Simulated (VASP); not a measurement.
Consider the following.

```xyz
8
Lattice="4.7651 0.0000 0.0000 0.0000 4.7651 0.0000 0.0000 0.0000 4.7651" Properties=species:S:1:pos:R:3 pbc="T T T"
Si     0.7839     1.5986     3.1665
Si     1.5986     3.1665     0.7839
Si     3.1665     0.7839     1.5986
Si     3.9812     3.9812     3.9812
Os     4.1770     2.9706     1.7945
Os     2.9706     1.7945     4.1770
Os     1.7945     4.1770     2.9706
Os     0.5881     0.5881     0.5881
```

Method: r2SCAN meta-GGA, VASP's PBE PAW potentials (set 64) (plane waves; VASP). Run with 400 eV cut-off, 5×5×5 Γ-centred mesh, tetrahedra with Blöchl corrections, potentials Si Os.

The cores are frozen, which limits the accuracy of field gradients.

Problem. Give the principal components of the electric field gradient (V/Å²) and the asymmetry η at each nucleus.

Solution. 
```
atom    Vxx    Vyy    Vzz     η
----  -----  -----  -----  ----
Si1    20.4   20.4  -40.9  0.00
Si2    20.4   20.4  -40.9  0.00
Si3    20.4   20.4  -40.9  0.00
Si4    20.4   20.4  -40.9  0.00
Os5   -99.1  -99.1  198.3  0.00
Os6   -99.1  -99.1  198.3  0.00
Os7   -99.1  -99.1  198.3  0.00
Os8   -99.1  -99.1  198.3  0.00
```

The structure comes from a computed database's SiOs entry (P2_13); how it stands against other phases isn't given here. It was relaxed first.
